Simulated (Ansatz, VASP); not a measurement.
## Two plane-wave programs on Mg3BeS

```
CELL_PARAMETERS angstrom
4.78917 0.00000 0.00000
0.00000 4.78917 0.00000
0.00000 0.00000 4.78917
ATOMIC_POSITIONS crystal
Mg 0.00000 0.50000 0.50000
Mg 0.50000 0.00000 0.50000
Mg 0.50000 0.50000 0.00000
Be 0.00000 0.00000 0.00000
S 0.50000 0.50000 0.50000
```

Change from the starting cell: species swapped into the Ca3GeN type (Pm-3m, No. 221).

Alike in both runs: functional PBE; k mesh 4 × 4 × 4; occupations gaussian, width 0.1 eV; no spin polarisation.

Ansatz relaxed the structure, and its values are those at the end. VASP's run is a single point on that final structure, the one shown.

|  | VASP | Ansatz |
| --- | --- | --- |
| version | VASP 6.6.1 | Ansatz 0.2.0 |
| potentials or method | VASP PAW PBE potentials, release 64 (Mg, Be, S) | scalar-relativistic, plane waves, PAW |
| plane-wave cutoff (eV) | 520 | 420 |
| valence electrons in the cell | 14 | 38 |

Ansatz gave:

```
gap on the k mesh at the Fermi level (eV) : none
pressure (GPa)                            : -0.2
```

Task: Estimate VASP's values.

Result: gap on the k mesh at the Fermi level (eV): none; pressure (GPa): -0.3.

A gap of «none» marks a metal or a gap that the smearing closes. The two sets of potentials don't hold the same shells in valence.
